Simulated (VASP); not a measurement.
Crystal: AlH.

```xyz
2
Lattice="0.0000 2.1168 2.1168 2.1168 0.0000 2.1168 2.1168 2.1168 0.0000" Properties=species:S:1:pos:R:3 pbc="T T T"
Al    0.0000    0.0000    0.0000
H     2.1168    2.1168    2.1168
```

The cell was built by a generator and needn't be a form met in nature.

```yaml
Program: VASP 6.6.1
Task: single point
Functional: PBE
Potentials_or_basis: VASP PAW PBE potentials, release 64 (Al, H)
Cutoff: 520 eV
k_mesh: 11 × 11 × 11
Occupations: fermi-dirac, width 0.05 eV
Spin: no spin polarisation
```

On this cell: pressure -0.5 GPa; largest force zero by symmetry; band gap on the k mesh none (metal or under the smearing width).

The same run follows on a disturbed copy (atoms moved at random, drawn with an rms of 0.05 Å):

```
Al H
1.0
     0.00000    2.11680    2.11680
     2.11680    0.00000    2.11680
     2.11680    2.11680    0.00000
Al H
1 1
Direct
  0.99519 0.02058 0.99851
  0.51387 0.48828 0.49860
```

Task: What changes?

Result: The energy (extrapolated to zero smearing) moves by +0.5 meV/atom; pressure -0.3 GPa; largest force 0.024 eV/Å; band gap on the k mesh none (metal or under the smearing width).

Forces in eV/Å, atoms in the order of the input:
```
Al  -0.021  0.011 -0.008
H    0.021 -0.011  0.008
```

Stress tensor (GPa, compression positive):
```
-0.25  0.01 -0.01
 0.01 -0.35  0.01
-0.01  0.01 -0.37
```
